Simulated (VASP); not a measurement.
Computed with PBE GGA, VASP's PBE PAW potentials (set 64) (plane waves; VASP).

Input for VASP

POSCAR:
```
Rh
1.0
  0.0000000000   1.9000000000   1.9000000000
  1.9000000000   0.0000000000   1.9000000000
  1.9000000000   1.9000000000   0.0000000000
Rh
1
Direct
  0.0000000000   0.0000000000   0.0000000000
```

INCAR:
```
! general
SYSTEM  = Rh
PREC    = Accurate
ENCUT   = 400
LREAL   = .False.
LASPH   = .True.

! electronic loop
EDIFF   = 1E-6
NELM    = 100
ALGO    = Normal
LMAXMIX = 4

! smearing
ISMEAR  = 1
SIGMA   = 0.1

! functional
GGA     = PE

! ions
ISIF    = 2

! output
LWAVE   = .False.
LCHARG  = .False.
```

File KPOINTS:
```
K-points
0
Gamma
15 15 15
```

POTCAR, in this order: Rh_pv (PBE.64 set). Program: vasp_std.

Q: What will the output report for the number of irreducible k-points (NKPTS), number of bands (NBANDS), largest plane-wave count, number of space-group operations, FFT grid (NGX, NGY, NGZ)?

A: 
- number of irreducible k-points (NKPTS): 120
- number of bands (NBANDS): 11
- largest plane-wave count: 262
- number of space-group operations: 48
- FFT grid (NGX, NGY, NGZ): 18 × 18 × 18

The compound is Rh in the fcc structure. The cell was not relaxed at this level.
